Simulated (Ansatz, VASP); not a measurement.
# MgO: VASP beside Ansatz

One calculation is typed for both programs; each brings its own data sets. How far apart do they land? The cell is taken from a series of VASP runs on this material, whose earlier steps may have relaxed, scaled or displaced it; both programs get it as it stands. Valence electrons are named where the data sets of a main pair hold unlike numbers.

Program: Ansatz 0.2.0. Level of theory: plane waves, with VASP 6.6.1 beside it; band structure at PBE, band structure at r2SCAN and band structure at LDA. Results are calculated unless marked as measured.

## (1) The structure

Symmetry: Fm-3m, No. 225, cubic system. Conventional cell: a = 4.210 Å, b = 4.210 Å, c = 4.210 Å, α = 90.00°, β = 90.00°, γ = 90.00°. Mg has 6 O at 2.11 Å nearest. Nearest to O lie 6 Mg at 2.11 Å. Farther neighbours and most contacts between anions are not listed.

## (2) Ansatz: band structure, PBE

Ansatz runs on its default PAW (the set named soft_2) files.

The same path points are solved in both programs, so levels can be compared one by one.

input.yaml

```yaml
crystal:
  lattice:
    - [0.0, 2.105205, 2.105205]
    - [2.105205, 0.0, 2.105205]
    - [2.105205, 2.105205, 0.0]
  atoms:
    - { symbol: Mg, position: [0.0, 0.0, 0.0] }
    - { symbol: O, position: [0.5, 0.5, 0.5] }
hamiltonian:
  xc: pbe
  pseudopotentials: { kind: paw }
kpoints:
  mp_grid: { grid: [8, 8, 8] }
  band_path:
    path:
      - [0.0, 0.0, 0.0]
      - [0.16667, 0.0, 0.16667]
      - [0.33333, 0.0, 0.33333]
      - [0.5, 0.0, 0.5]
      - [0.5, 0.08333, 0.58333]
      - [0.5, 0.19444, 0.69444]
      - [0.5, 0.25, 0.75]
      - [0.45833, 0.29167, 0.75]
      - [0.40278, 0.34722, 0.75]
      - [0.375, 0.375, 0.75]
      - [0.20833, 0.20833, 0.41667]
      - [0.08333, 0.08333, 0.16667]
      - [0.0, 0.0, 0.0]
      - [0.22222, 0.22222, 0.22222]
      - [0.38889, 0.38889, 0.38889]
      - [0.51389, 0.47222, 0.51389]
      - [0.55556, 0.38889, 0.55556]
      - [0.61111, 0.27778, 0.61111]
      - [0.61111, 0.25, 0.63889]
      - [0.56944, 0.25, 0.68056]
      - [0.51389, 0.25, 0.73611]
      - [0.5, 0.27778, 0.72222]
      - [0.5, 0.38889, 0.61111]
      - [0.5, 0.47222, 0.52778]
      - [0.48611, 0.48611, 0.52778]
      - [0.43056, 0.43056, 0.63889]
      - [0.38889, 0.38889, 0.72222]
      - [0.59722, 0.19444, 0.59722]
      - [0.55556, 0.11111, 0.55556]
      - [0.5, 0.0, 0.5]
    npoints: 1
scf:
  occupations: { method: gaussian, width: 0.03 }
  n_extra_bands: 7
output:
  forces: true
  stress: true
  eigenvalues: true
```

On the command line:

```bash
> ansatz run input.yaml --threads 2 --pin off --max-ram 4608MiB --backend cpu --events-out ev --progress --plain --runs-dir out
```

Numbers of over 12 decimals in the logs are rounded to 6 here.

Log:

```text
scf.n_extra_bands = 7 over 8 filled bands (N_el = 16.0): the run solves 15 bands
Engine: ansatz 0.2.0, aarch64-unknown-linux-gnu
Pseudopotentials: kind: paw
Pseudopotential: Mg, paw, valence charge 10, recommended cutoff 420 eV (normal), Mg.paw.azcp
Pseudopotential: O, paw, valence charge 6, recommended cutoff 420 eV (normal), O.paw.azcp
Functional definition: PBE
  parameter kappa = 0.804
  parameter beta = 0.066725
  exchange = pbe_x(kappa = kappa, mu = beta*pi^2/3)
  correlation = pbe_c(beta = beta)
Crystal: 2 atoms, lattice volume = 18.660 Å³
Basis set: ecut = 420 eV, 339 PW (Γ), exchange–correlation on 40×40×40 points (8 copies of the dense FFT grid, shifted against one another)
Bands: 15, of which v1, the nominal top of the filled ones, is band 8 counted from 1 (7 counted from 0)
Symmetry: 48 space group operations
Space group: Fm-3m (ITA 225), of the structure as read, at distance tolerance 2.7e-5 Å
k-points: 29 of 512
Non-local potential: Mg, projectors of the file, l = 0: 3, l = 1: 2, l = 2: 1
Non-local potential: O, projectors of the file, l = 0: 2, l = 1: 2, l = 2: 1
PAW form: soft (Blöchl's): semilocal exchange-correlation on the pseudo side does not see the compensation charge
PAW one-centre angular grid: Mg, 110 points (default); XC on 64 Gauss nodes
PAW one-centre angular grid: O, 110 points (default); XC on 64 Gauss nodes
Initial density: superposition of atomic densities (neutral atoms: chi_scale 0, normalization atom), corrected by the library's trained network
Initial wavefunctions: pseudopotential atomic-orbital guess
Functional: x = pbe(κ = 0.804, μ = 0.219515), c = pbe(β = 0.066725)
SCF iter   1: F=—  HF=-2494.129757 eV  |F-HF|=—  |Δ(HF+E_count)|=         —  Δρ=6.04e-4  dr2=1.25e-5  ethr=1.77e-3  ⟨swp⟩=5.9  Hψ=2327  notcnv=0  defer=6
preconditioner: auto → none  [insulator: Δε(μ)=4.753 eV  Ē_g=22.663 eV  σ=0.030 eV  W_gap=1.00  n_scr=8 (ndim 8)  ℏωp=24.3 eV  f_vac=0.000  D(μ)=0.00/eV (n_scr^D=0)  ε∞_Penn≈2.2]
SCF iter   2: F=—  HF=-2494.130159 eV  |F-HF|=—  |Δ(HF+E_count)|=   4.03e-4  Δρ=4.43e-4  dr2=1.84e-5  ethr=7.84e-8  ⟨swp⟩=2.9  Hψ=1027  notcnv=0  defer=24
SCF iter   3: F=—  HF=-2494.130175 eV  |F-HF|=—  |Δ(HF+E_count)|=   1.59e-5  Δρ=2.70e-4  dr2=6.22e-6  ethr=7.84e-8  ⟨swp⟩=1.4  Hψ=427  notcnv=0  defer=24
SCF iter   4: F=—  HF=-2494.130195 eV  |F-HF|=—  |Δ(HF+E_count)|=   1.98e-5  Δρ=5.79e-5  dr2=3.41e-7  ethr=3.89e-8  ⟨swp⟩=2.1  Hψ=498  notcnv=0  defer=24
iter 5 did not close the SCF: its close was put off for the readings that it lacked (scf_convergence_deferred on its scf_iter line)
SCF iter   5: F=-2494.130195 eV  HF=-2494.130195 eV  |F-HF|=2.73e-8  |Δ(HF+E_count)|=   8.00e-8  Δρ=1.63e-5  dr2=2.84e-8  ethr=2.13e-9  ⟨swp⟩=2.4  Hψ=567  notcnv=0  defer=24
SCF iter   6: F=-2494.130195 eV  HF=-2494.130195 eV  |F-HF|=5.67e-9  |Δ(HF+E_count)|=   8.98e-9  Δρ=7.06e-6  dr2=5.91e-9  ethr=1.77e-10  ⟨swp⟩=4.8  Hψ=1693  notcnv=0
SCF 1 converged in 6 iterations: F = -2494.130195 eV  dr2 = 5.91e-9
  greatest PAW one-centre occupation: 1.000 electrons in one spin orbital (limit 2), on the Mg atom at site 0 (counted from 0), in its partial waves of l = 0
NSCF: frozen V_eff on 30 k-points
SCF converged after 6 iterations
Free energy (F): -2494.130195 eV
Harris-Foulkes:  -2494.130195 eV  (|F-HF|=5.67e-9)
Internal energy: -2494.130195 eV  (E = F + TS)
E sigma→0 (E₀):  -2494.130195 eV
Fermi energy:    10.526909 eV
--- Per-component energies (eV) ---
  E_band       = -292.290712
  E_kinetic    = 255.887760
  E_local      = -1601.680838  (includes V_loc(G=0)·N_el)
  E_nonlocal   = 142.815688
  E_hartree    = 554.105376
  E_xc         = -105.303640
  E_vxc        = -134.949997  (∫ρ·V_xc dr)
  E_paw        = -450.084474  (= ΣΔE_a)
  E_vpaw       = -62.574664  (= ΣTr[D̂ρ^β])
  E_aug_tail   = 0.002521  (compensation charges beyond the density's cutoff)
  E_ewald      = -1289.872589
  E_smearing   = -0.000000  (= −TS)
  E_closure    = 0.000000  (closes the sum)
  Σ components = -2494.130195   (vs F -2494.130195, Δ=0.00e0)
--- Forces (eV/Å), atoms counted from 1 ---
  atom   1  Mg    -0.00000000     0.00000000     0.00000000
  atom   2  O      0.00000000    -0.00000000     0.00000000
  max |Σ_I F_I| component: 1.41e-29 eV/Å
--- Stress (GPa, compression-positive) ---
        4.874830      -0.000000      -0.000000
        0.000000       4.874830      -0.000000
        0.000000      -0.000000       4.874830
  P = ⅓ Tr σ = 4.8748 GPa (48.748 kbar)
--- Band table (eV; the first three rows and the last of 29) ---
  k-point 0: bands = [... 4 lower, -9.1086, 8.1495, 8.1495, 8.1495, 12.9041, 23.9779, 23.9779, 23.9779, ... 3 higher]
  k-point 1: bands = [... 4 lower, -8.9398, 7.1979, 8.0466, 8.0466, 13.8165, 22.2919, 24.3357, 24.3357, ... 3 higher]
  k-point 2: bands = [... 4 lower, -8.5022, 5.4958, 7.8098, 7.8098, 15.2643, 20.7451, 24.8358, 24.8358, ... 3 higher]
  k-point 28: bands = [... 4 lower, -7.5035, 5.2139, 5.2139, 6.3826, 19.8192, 19.8192, 20.3462, 23.7058, ... 3 higher]
```

Elapsed: 0.65 s, on 2 threads of Arm Neoverse V1, shared host; peak memory 0.24 GiB.

## (3) VASP: band structure, PBE

The same cell, functional, mesh and smearing now go to VASP, with its own data sets.

Lines of VASP's logs that name or quote its potential files are left out, and so is its time.

INCAR

```
SYSTEM = MgO
PREC = Accurate
ENCUT = 460
EDIFF = 1E-06
NELM = 100
ISMEAR = 0
SIGMA = 0.03
LREAL = .FALSE.
ALGO = Normal
GGA = PE
NBANDS = 16
LORBIT = 11
LWAVE = .FALSE.
LCHARG = .FALSE.
KPAR = 4
```

POSCAR

```
MgO
1.0
    0.0000000000      2.1052050000      2.1052050000
    2.1052050000      0.0000000000      2.1052050000
    2.1052050000      2.1052050000      0.0000000000
Mg O
1 1
Direct
    0.0000000000      0.0000000000      0.0000000000
    0.5000000000      0.5000000000      0.5000000000
```

KPOINTS

```
Automatic mesh
0
Gamma
8 8 8
0 0 0
```

KPOINTS_OPT

```
Line mode
10
Line-mode
Reciprocal
  0.00000000   0.00000000   0.00000000 GAMMA
  0.50000000   0.00000000   0.50000000 X

  0.50000000   0.00000000   0.50000000 X
  0.50000000   0.25000000   0.75000000 W

  0.50000000   0.25000000   0.75000000 W
  0.37500000   0.37500000   0.75000000 K

  0.37500000   0.37500000   0.75000000 K
  0.00000000   0.00000000   0.00000000 GAMMA

  0.00000000   0.00000000   0.00000000 GAMMA
  0.50000000   0.50000000   0.50000000 L

  0.50000000   0.50000000   0.50000000 L
  0.62500000   0.25000000   0.62500000 U

  0.62500000   0.25000000   0.62500000 U
  0.50000000   0.25000000   0.75000000 W

  0.50000000   0.25000000   0.75000000 W
  0.50000000   0.50000000   0.50000000 L

  0.50000000   0.50000000   0.50000000 L
  0.37500000   0.37500000   0.75000000 K

  0.62500000   0.25000000   0.62500000 U
  0.50000000   0.00000000   0.50000000 X
```

Potentials, in the order of the species: Mg and O (PBE family, release 64).

On the command line:

```bash
> mpirun -np 4 vasp_std
```

Log:

```text
[banner, memory and clock lines left out]
running    4 mpi-ranks, on    1 nodes
 distrk:  each k-point on    1 cores,    4 groups
 distr:  one band on    1 cores,    1 groups

 POSCAR found type information on POSCAR MgO
 POSCAR found :  2 types and       2 ions
 LDA part: xc-table for (Slater+PW92), standard interpolation
 POSCAR, INCAR and KPOINTS ok, starting setup
 FFT: planning ... GRIDC
 FFT: planning ... GRID_SOFT
 FFT: planning ... GRID
 WAVECAR not read
 entering main loop
       N       E                     dE             d eps       ncg     rms          rms(c)
DAV:   1     0.145810837999E+02    0.14581E+02   -0.39232E+03  1032   0.400E+02
DAV:   2    -0.129157812880E+02   -0.27497E+02   -0.26626E+02  1256   0.111E+02
DAV:   3    -0.134641767860E+02   -0.54840E+00   -0.54818E+00  1104   0.122E+01
DAV:   4    -0.134652664542E+02   -0.10897E-02   -0.10897E-02  1216   0.635E-01
DAV:   5    -0.134652695272E+02   -0.30729E-05   -0.30729E-05  1096   0.311E-02    0.720E+00
DAV:   6    -0.119235881657E+02    0.15417E+01   -0.73772E+00   984   0.111E+01    0.216E+00
DAV:   7    -0.119153986301E+02    0.81895E-02   -0.63450E-02  1056   0.156E+00    0.137E+00
DAV:   8    -0.119099283638E+02    0.54703E-02   -0.31477E-02   976   0.136E+00    0.322E-01
DAV:   9    -0.119091427735E+02    0.78559E-03   -0.12182E-03  1176   0.182E-01    0.145E-01
DAV:  10    -0.119090869334E+02    0.55840E-04   -0.39076E-04  1080   0.114E-01    0.825E-03
DAV:  11    -0.119090897853E+02   -0.28519E-05   -0.41396E-06  1160   0.120E-02    0.488E-03
DAV:  12    -0.119090896521E+02    0.13314E-06   -0.16329E-07   576   0.208E-03
   1 F= -.11909090E+02 E0= -.11909090E+02  d E =-.106054E-26
 Start KPOINTS_OPT (optional k-point list driver)
k-point batch [1-29\100]
       N       E                     dE             ncg
DAV:   1     0.208576261976E+03   -0.85886E+04     1056
DAV:   2    -0.525678273222E+03   -0.73425E+03     1240
DAV:   3    -0.540434704378E+03   -0.14756E+02     1208
DAV:   4    -0.540467249639E+03   -0.32545E-01     1200
DAV:   5    -0.540467349320E+03   -0.99681E-04     1208
DAV:   6    -0.540467349679E+03   -0.35845E-06     1064
[...]
k-point batch [88-100\100]
       N       E                     dE             ncg
DAV:   1     0.523635461415E+04   -0.51141E+04      472
DAV:   2     0.490820774285E+04   -0.32815E+03      584
DAV:   3     0.490263861244E+04   -0.55691E+01      552
DAV:   4     0.490262634356E+04   -0.12269E-01      552
DAV:   5     0.490262630455E+04   -0.39011E-04      536
DAV:   6     0.490262630441E+04   -0.13591E-06      472
```

From OUTCAR (step 3):

```text
ion  position               nearest neighbor table
   1  0.000  0.000  0.000-   2 2.11   2 2.11   2 2.11   2 2.11   2 2.11   2 2.11
   2  0.500  0.500  0.500-   1 2.11   1 2.11   1 2.11   1 2.11   1 2.11   1 2.11

  LATTYP: Found a face centered cubic cell.
 ALAT       =     4.2104100000

 Subroutine GETGRP returns: Found 48 space group operations
 (whereof 48 operations were pure point group operations)

The static configuration has the point symmetry O_h .

 Found     29 irreducible k-points:

   k-points           NKPTS =     29   k-points in BZ     NKDIM =     29   number of bands    NBANDS=     16

   dimension x,y,z NGX =    24 NGY =   24 NGZ =   24
   dimension x,y,z NGXF=    48 NGYF=   48 NGZF=   48

   ENCUT  =  460.0 eV  33.81 Ry    5.81 a.u.   5.21  5.21  5.21*2*pi/ulx,y,z

   NELECT =       8.0000    total number of electrons

 k-points in reciprocal lattice and weights: Automatic mesh
   0.00000000  0.00000000  0.00000000       0.002
   0.12500000  0.00000000  0.00000000       0.016
   0.25000000  0.00000000  0.00000000       0.016
   0.37500000  0.00000000  0.00000000       0.016
   0.50000000  0.00000000  0.00000000       0.008
   0.12500000  0.12500000  0.00000000       0.012
   0.25000000  0.12500000  0.00000000       0.047
   0.37500000  0.12500000  0.00000000       0.047
   0.50000000  0.12500000  0.00000000       0.047
[...]
-0.37500000  0.50000000  0.12500000       0.023
  -0.25000000  0.50000000  0.25000000       0.012

 average (electrostatic) potential at core
       1 -35.0051       2 -69.5616

 E-fermi :   3.4131

 k-point     1 :       0.0000    0.0000    0.0000
  band No.  band energies     occupation
      1     -14.0715      2.00000
      2       3.1949      2.00000
      3       3.1949      2.00000
      4       3.1949      2.00000
      5       7.9348      0.00000
      6      19.0041      0.00000
      7      19.0041      0.00000
      8      19.0041      0.00000
      9      22.9226      0.00000
    ...

 k-point     2 :       0.1250    0.0000    0.0000
  band No.  band energies     occupation
      1     -13.9083      2.00000
      2       2.2402      2.00000
      3       3.0916      2.00000
      4       3.0916      2.00000
      5       8.8491      0.00000
      6      17.3251      0.00000
      7      19.3640      0.00000
      8      19.3640      0.00000
      9      23.7337      0.00000
    ...

 k-point     3 :       0.2500    0.0000    0.0000
  band No.  band energies     occupation
      1     -13.4833      2.00000
      2       0.5341      2.00000
      3       2.8536      2.00000
      4       2.8536      2.00000
      5      10.2960      0.00000
      6      15.7820      0.00000
      7      19.8604      0.00000
      8      19.8604      0.00000
      9      23.3452      0.00000
    ...

  Total        0.3987687      0.3987687      0.3987687     -0.0000000     -0.0000000      0.0000000
  in kB       34.2387938     34.2387938     34.2387938     -0.0000000     -0.0000000      0.0000000
  external PRESSURE =      34.2387938 kB  Pullay stress =       0.0000000 kB

  energy-cutoff  :      460.00
  volume of cell :       18.66
      direct lattice vectors                 reciprocal lattice vectors
     0.000000000  2.105205000  2.105205000    -0.237506561  0.237506561  0.237506561
     2.105205000  0.000000000  2.105205000     0.237506561 -0.237506561  0.237506561
     2.105205000  2.105205000  0.000000000     0.237506561  0.237506561 -0.237506561

 POSITION                                       TOTAL-FORCE (eV/Angst)
 -----------------------------------------------------------------------------------
      0.00000      0.00000      0.00000         0.000000      0.000000      0.000000
      2.10521      2.10521      2.10521         0.000000      0.000000     -0.000000
 -----------------------------------------------------------------------------------
    total drift:                               -0.000000     -0.000000      0.000000

  FREE ENERGIE OF THE ION-ELECTRON SYSTEM (eV)
  ---------------------------------------------------
  free  energy   TOTEN  =       -11.9090896521 eV

  energy  without entropy=      -11.9090896521  energy(sigma->0) =      -11.90908965

 total charge
# of ion       s       p       d       tot
------------------------------------------
    1        0.149   0.179   0.080   0.408
    2        1.550   3.563   0.000   5.113
--------------------------------------------------
tot          1.698   3.743   0.080   5.521

[... 3 further parts left out ...]
```

The run ends at a pressure of 3.42 GPa.

## (4) Side by side

Known differences besides the potentials themselves: the data sets hold 16 valence electrons in Ansatz (on its default PAW (the set named soft_2) files) and 8 in VASP; the cutoff is 420 eV in Ansatz and 460 eV in VASP; VASP leaves aspherical gradient terms in its spheres out (LASPH is not set), Ansatz keeps them. Total energies have different zeros and are not compared.

Compared:

```
                                        quantity  Ansatz   VASP  difference
                                  pressure (GPa)    4.87   3.42       +1.45
pressure without Ansatz's Pulay correction (GPa)    4.27   3.42       +0.84
                   gap over the path points (eV)   4.755  4.740      +0.014
```

Levels at points of the path, from each program's valence-band top (eV; 3 filled, then empty):

```
k (reciprocal lattice)                         Ansatz                           VASP
     0.000 0.000 0.000      0.00 0.00 0.00 4.75 15.83      0.00 0.00 0.00 4.74 15.81
     0.167 0.000 0.167   -1.58 -0.39 -0.39 6.66 12.73   -1.59 -0.39 -0.39 6.65 12.72
     0.333 0.000 0.333   -3.42 -1.05 -1.05 9.31 10.06   -3.44 -1.06 -1.06 9.30 10.04
     0.500 0.000 0.500   -4.05 -1.34 -1.34 9.15 10.01    -4.09 -1.35 -1.35 9.12 9.98
     0.500 0.083 0.583   -3.92 -1.60 -1.45 9.57 10.42   -3.95 -1.61 -1.46 9.55 10.40
     0.500 0.194 0.694  -3.35 -2.46 -1.72 10.95 11.81  -3.38 -2.48 -1.72 10.94 11.79
     0.500 0.250 0.750  -2.94 -2.94 -1.77 11.67 11.67  -2.96 -2.96 -1.77 11.66 11.66
     0.458 0.292 0.750  -3.23 -2.71 -1.61 11.04 12.05  -3.25 -2.73 -1.62 11.03 12.04
     0.403 0.347 0.750  -3.44 -2.69 -1.21 10.24 11.83  -3.47 -2.71 -1.22 10.22 11.82
     0.375 0.375 0.750  -3.47 -2.70 -1.14 10.12 11.80  -3.50 -2.71 -1.15 10.10 11.79
```

Among the levels compared at these points, filled levels agree within 33 meV and empty ones within 25 meV. Ansatz's pressure holds a Pulay correction of 0.61 GPa; VASP's holds none.

## (5) Other set-ups

Further runs change the set-up of one program: Ansatz's method, potentials or start, or VASP's data sets, cutoff or form of LDA. The table gives Ansatz less VASP for each quantity, since a change that brings one quantity closer may part another.

```
                                        run  pressure (GPa)  gap over the path points (eV)  pressure without Ansatz's Pulay correction (GPa)
                                   as above             1.5                          0.014                                              0.84
    Ansatz's larger PAW set (cutoff 900 eV)             1.6                         0.0094                                               1.5
norm-conserving potentials (cutoff 1240 eV)             1.6                          0.019                                               1.5
```

[end of part 1 of 2]

[Lines on the potential files, build, host, timing and source positions are cut from VASP's logs without a mark.]

[Logs are printed without paths, hosts, clocks, repeated set-up lines and the standing remarks that a program may print on its own settings, such as how far it seeks lower states.]

[Hosts, paths, dates, database ids (printed as entryN), source tags and the programs' standing remarks are cut or masked in the printed files.]
